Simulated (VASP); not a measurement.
Crystal: SiMo3.

```
Si Mo
1.0
     4.88969    0.00000    0.00000
     0.00000    4.88969    0.00000
     0.00000    0.00000    4.88969
Si Mo
2 6
Direct
  0.50000 0.50000 0.50000
  0.00000 0.00000 0.00000
  0.00000 0.50000 0.25000
  0.00000 0.50000 0.75000
  0.50000 0.75000 0.00000
  0.50000 0.25000 0.00000
  0.75000 0.00000 0.50000
  0.25000 0.00000 0.50000
```

The cell is a database's computed one.

* Program: VASP 6.6.1
* Task: relaxation of cell and atoms
* Functional: PBE
* Potentials or basis: VASP PAW PBE potentials, release 64 (Si, Mo_sv)
* Cutoff: 600 eV
* k mesh: 4 × 4 × 4
* Occupations: gaussian, width 0.1 eV
* Spin: no spin polarisation

At the start: pressure 3.9 GPa; volume 14.61 Å³/atom.

Task: Where does the relaxation end?

Result: Over 3 steps the energy falls by 2.7 meV/atom and the volume is 14.84 Å³/atom (+1.6 %); space group Pm-3n (No. 223, to 0.05 Å).

Step by step:
| step | energy change (eV) | largest force (eV/Å) | pressure (GPa) | volume (Å³) |
| --- | --- | --- | --- | --- |
| 1 | 0.0000 | 0.0000 | 3.93 | 116.91 |
| 2 | 0.0961 | 0.0000 | -8.36 | 123.08 |
| 3 | -0.0217 | 0.0000 | -0.06 | 118.73 |

Final structure:
```
Si Mo
1.0
     4.91493    0.00000    0.00000
     0.00000    4.91493    0.00000
     0.00000    0.00000    4.91493
Si Mo
2 6
Cartesian
  2.4575 2.4575 2.4575
  0.0000 0.0000 0.0000
  0.0000 2.4575 1.2287
  0.0000 2.4575 3.6862
  2.4575 3.6862 0.0000
  2.4575 1.2287 0.0000
  3.6862 0.0000 2.4575
  1.2287 0.0000 2.4575
```
